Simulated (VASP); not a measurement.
Given:

```
HfO2
1.0
    0.00000     2.49103     2.49103
    2.49103     0.00000     2.49103
    2.49103     2.49103     0.00000
Hf O
1 2
Direct
  0.00000   0.00000   0.00000
  0.25000   0.25000   0.25000
  0.75000   0.75000   0.75000
```

Method: LDA (Ceperley-Alder, Perdew-Zunger), VASP's LDA PAW potentials (set 64) (plane waves; VASP). Settings: 520 eV cut-off, 8×8×8 Γ-centred mesh, Gaussian smearing of 0.010 eV, potentials Hf_pv O.

Q: Give the electronic dielectric tensor ε∞ (DFPT, local fields included).

A: 
```
5.34  0.00  0.00
0.00  5.34  0.00
0.00  0.00  5.34
```

Q: Give the Born effective charges.

A: 
| atom | Z*xx | Z*yy | Z*zz | mean |
|---|---|---|---|---|
| Hf1 | 5.55 | 5.55 | 5.55 | 5.55 |
| O2 | -2.78 | -2.78 | -2.78 | -2.78 |
| O3 | -2.78 | -2.78 | -2.78 | -2.78 |

Q: And the static tensor with the ions free?

A: 
```
32.2  0.00  0.00
0.00  32.2  0.00
0.00  0.00  32.2
```

Q: Which frequencies do the optical Γ-point modes have (no LO-TO splitting)?

A: 260 (×3), 606 (×3) cm⁻¹.

The compound is HfO2 in the fluorite structure, the high-temperature cubic form, which is unstable at 0 K; the monoclinic form is the stable one. It was relaxed first, which changed the volume by -6 %.
